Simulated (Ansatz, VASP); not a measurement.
## Two plane-wave programs on GeBiO4

```
Ge Bi O
1.0
     2.65954   -2.93595    0.00000
     2.65954    2.93595    0.00000
     0.00000    0.00000    4.75969
Ge Bi O
1 1 4
Direct
  0.00000 0.00000 0.50000
  0.50000 0.50000 0.00000
  0.14532 0.85468 0.00000
  0.85468 0.14532 0.00000
  0.00000 0.50000 0.50000
  0.50000 0.00000 0.50000
```

Change from the starting cell: species swapped into the GdAlNi4 type (Cmmm, No. 65).

Alike in both runs: functional PBE; k mesh 4 × 4 × 4; occupations gaussian, width 0.1 eV; no spin polarisation.

Ansatz relaxed the structure, and its values are those at the end. VASP's run is a single point on that final structure, the one shown.

```csv
,VASP,Ansatz
version,VASP 6.6.1,Ansatz 0.2.0
potentials or method,"VASP PAW PBE potentials, release 64 (Ge_d, Bi_d, O)","scalar-relativistic, plane waves, PAW"
plane-wave cutoff (eV),520,420
valence electrons in the cell,53,53
```

Ansatz gave:

| Item | Value |
| --- | --- |
| gap on the k mesh at the Fermi level (eV) | none |
| pressure (GPa) | 0.1 |
| rms of the force components (eV/Å) | 0.003 |

Problem. What did VASP give for the same quantities?

Solution. gap on the k mesh at the Fermi level (eV): none; pressure (GPa): 0.2; rms of the force components (eV/Å): 0.019.

A gap of «none» marks a metal or a gap that the smearing closes.

Caveats: the k mesh is coarse (spacing up to 0.40 Å⁻¹), so the values aren't converged; spin-orbit coupling is left out, which moves the levels of the heavy elements; an odd number of electrons without spin polarisation forces a metal; a magnetic or distorted state may lie lower.
